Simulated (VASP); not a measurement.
Consider the following.

```xyz
6
Lattice="4.9405 0.0000 0.0000 0.0000 4.9405 0.0000 0.0000 0.0000 2.6587" Properties=species:S:1:pos:R:3 pbc="T T T"
W      0.0000     0.0000     0.0000
W      2.4703     2.4703     1.3293
O      1.3844     1.3844     0.0000
O      3.8547     1.0858     1.3293
O      1.0858     3.8547     1.3293
O      3.5561     3.5561     0.0000
```

Computed with LDA (Ceperley-Alder, Perdew-Zunger), VASP's LDA PAW potentials (set 64) (plane waves; VASP). Settings: 520 eV cut-off, 7×7×13 Γ-centred mesh, tetrahedra with Blöchl corrections, potentials W_sv O.

Unless said otherwise, spin-orbit coupling is left out, though it shifts the bands of the heavy elements here.

Q: Tabulate the total density of states (states/eV per cell) against energy (eV; zero at the valence-band maximum or, without a gap, the Fermi level).

A: 
```
E (eV) | DOS (states/eV)
    -9.98 |  0.00
    -9.40 | #### 0.84
    -8.82 | ####################### 4.43
    -8.36 | ########################## 5.04
    -7.77 | ################## 3.41
    -7.19 | ################### 3.69
    -6.61 | #################### 3.90
    -6.03 | ################## 3.57
    -5.56 | ########################## 5.03
    -4.98 | ############################## 5.83
    -4.40 | ################### 3.77
    -3.81 | ##################### 4.08
    -3.23 | ##### 0.97
    -2.77 | ## 0.35
    -2.19 | ##### 1.03
    -1.60 | #### 0.80
    -1.02 | ####### 1.39
    -0.56 | ################ 3.02
     0.03 | ###### 1.20
     0.61 | ###### 1.16
     1.19 | ################### 3.76
     1.77 | #################### 3.83
     2.24 | ############ 2.42
     2.82 | ###### 1.25
     3.40 | #### 0.79
```
Within 2 eV below the Fermi level the largest weight inside VASP's projection spheres is W d, then O p.

The structure was generated: WO2 was put into the rutile type (P4_2/mnm), which need not be its known phase. It was relaxed first, which changed the volume by -12 %.
